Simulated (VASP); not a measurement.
Set up this calculation in VASP 6.6.1, as the native input.

```
Task                   : band structure
Functional             : PBE
Potentials or basis    : VASP PAW PBE potentials, release 54 (Cu, B)
Cutoff                 : 900 eV
k mesh                 : 5 × 5 × 5
Occupations            : fermi-dirac, width 0.05 eV
Spin                   : no spin polarisation
Further INCAR settings : ALGO = Fast; EDIFF = 1e-06; NBANDS = 34
```

Cu2B:

```
Cu B
1.0
     0.00000    3.28347    3.28347
     3.28347    0.00000    3.28347
     3.28347    3.28347    0.00000
Cu B
4 2
Direct
  0.12500 0.12500 0.12500
  0.62500 0.12500 0.12500
  0.12500 0.12500 0.62500
  0.12500 0.62500 0.12500
  0.50000 0.50000 0.50000
  0.75000 0.75000 0.75000
```

The cell was built by a generator and needn't be a form met in nature.

These files were run (other wordings do the same):

POSCAR

```
Cu2B
1.0
    0.0000000000      3.2834700000      3.2834700000
    3.2834700000      0.0000000000      3.2834700000
    3.2834700000      3.2834700000      0.0000000000
Cu B
4 2
Direct
    0.1250000000      0.1250000000      0.1250000000
    0.6250000000      0.1250000000      0.1250000000
    0.1250000000      0.1250000000      0.6250000000
    0.1250000000      0.6250000000      0.1250000000
    0.5000000000      0.5000000000      0.5000000000
    0.7500000000      0.7500000000      0.7500000000
```

INCAR.step1

```
PREC = Accurate
ENCUT = 900
EDIFF = 1E-6
ISMEAR = -1
SIGMA = 0.05
LREAL = False
LASPH = True
NELM = 100
ALGO = Fast
ISIF = 2
LWAVE = False
LCHARG = True
LMAXMIX = 4
GGA = PE
NBANDS = 34
```

KPOINTS.step1

```
regular mesh
0
Gamma
  5 5 5
```

INCAR.step2

```
PREC = Accurate
ENCUT = 900
EDIFF = 1E-6
ISMEAR = 0
SIGMA = 0.05
LREAL = False
LASPH = True
NELM = 100
ALGO = Fast
ISIF = 2
LWAVE = False
LCHARG = False
LMAXMIX = 4
GGA = PE
NBANDS = 34
ICHARG = 11
```

KPOINTS.step2

```
path GXWKGLUWLK,UX
15
line-mode
reciprocal
 0.0000000000  0.0000000000  0.0000000000  G
 0.5000000000  0.0000000000  0.5000000000  X

 0.5000000000  0.0000000000  0.5000000000  X
 0.5000000000  0.2500000000  0.7500000000  W

 0.5000000000  0.2500000000  0.7500000000  W
 0.3750000000  0.3750000000  0.7500000000  K

 0.3750000000  0.3750000000  0.7500000000  K
 0.0000000000  0.0000000000  0.0000000000  G

 0.0000000000  0.0000000000  0.0000000000  G
 0.5000000000  0.5000000000  0.5000000000  L

 0.5000000000  0.5000000000  0.5000000000  L
 0.6250000000  0.2500000000  0.6250000000  U

 0.6250000000  0.2500000000  0.6250000000  U
 0.5000000000  0.2500000000  0.7500000000  W

 0.5000000000  0.2500000000  0.7500000000  W
 0.5000000000  0.5000000000  0.5000000000  L

 0.5000000000  0.5000000000  0.5000000000  L
 0.3750000000  0.3750000000  0.7500000000  K

 0.6250000000  0.2500000000  0.6250000000  U
 0.5000000000  0.0000000000  0.5000000000  X
```

Potentials or basis: VASP PAW PBE potentials, release 54 (Cu, B).

Run with:

```sh
$ cat potpaw_PBE.54/Cu/POTCAR potpaw_PBE.54/B/POTCAR > POTCAR
$ cp INCAR.step1 INCAR
$ cp KPOINTS.step1 KPOINTS
$ mpirun -np 1 vasp_std > vasp.out
$ cp INCAR.step2 INCAR
$ cp KPOINTS.step2 KPOINTS
$ mpirun -np 1 vasp_std > vasp.out
```

Results of the run:

- Band gap along the path: none (metal or under the smearing width)

Caveat: the log is that of the step along the path at fixed density, whose energy, stress, charges and moments have no meaning.

Run time: 20 min on 1 thread of AMD EPYC 7R13 Processor (Zen 3), on a shared host, peak memory 0.73 GiB.
